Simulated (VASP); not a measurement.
An input for Ansatz (written as the equivalent of a VASP run, and not itself run):

Ansatz 0.2 input:
```yaml
crystal:
  lattice:
    - [3.1492698, 0.0000000, 0.0000000]
    - [-1.5746349, 2.7273478, 0.0000000]
    - [0.0000000, 0.0000000, 5.8540868]
  atoms:
    - { symbol: Sc, position: [0.0000000, 0.0000000, 0.0000000] }
    - { symbol: Sc, position: [0.0000000, 0.0000000, 0.5000000] }
    - { symbol: C, position: [0.3333330, 0.6666670, 0.2500000] }
    - { symbol: C, position: [0.6666670, 0.3333330, 0.7500000] }
kpoints:
  mp_grid: { grid: [10, 10, 5] }
hamiltonian:
  xc: lda
  pseudopotentials: { kind: paw }
scf:
  occupations: { method: methfessel_paxton, width: 0.1 }
  max_iter: 100
relax:
  max_steps: 60
  f_tol: 0.02
  cell: {}
output: { forces: true, stress: true, eigenvalues: true }
```

Translate this input to VASP (INCAR, KPOINTS, POSCAR, choice of POTCAR).

One answer among several that fit: 
File KPOINTS:
```
Automatic mesh
0
Gamma
10 10 5
0 0 0
```

File POSCAR:
```
ScC
1.0
  3.1492697999   0.0000000000   0.0000000000
 -1.5746348999   2.7273477983   0.0000000000
  0.0000000000   0.0000000000   5.8540867967
Sc C
2 2
Cartesian
  0.0000000000   0.0000000000   0.0000000000
  0.0000000000   0.0000000000   2.9270433983
 -0.0000015746   1.8182327746   1.4635216992
  1.5746364746   0.9091150237   4.3905650975
```

### INCAR
```
ALGO = Normal
EDIFF = 1E-6
EDIFFG = -0.02
ENCUT = 520
IBRION = 2
ISIF = 3
ISMEAR = 1
LASPH = .TRUE.
LCHARG = .FALSE.
LMAXMIX = 4
LREAL = .FALSE.
LWAVE = .FALSE.
NELM = 100
NSW = 60
PREC = Accurate
SIGMA = 0.1
SYSTEM = ScC
```

POTCAR, in this order: Sc_sv C (LDA.64 set). Program: vasp_std.

Limits of the translation: each code has its own PAW files, so the cut-off isn't converted (ENCUT is set for VASP's; basis.ecutwfc is left out, and Ansatz then takes the one that its files recommend); Ansatz stops its SCF on the density residual and VASP on the energy change (EDIFF); Ansatz's lda is the Perdew-Wang form, while the LDA potentials of VASP carry Perdew-Zunger's.

The structure was generated: ScC was put into the NiAs type type (P6_3/mmc), which need not be its known phase. This run relaxes it. Symmetry was kept, so distortions that lower it aren't found. The start is the result of an earlier pass.
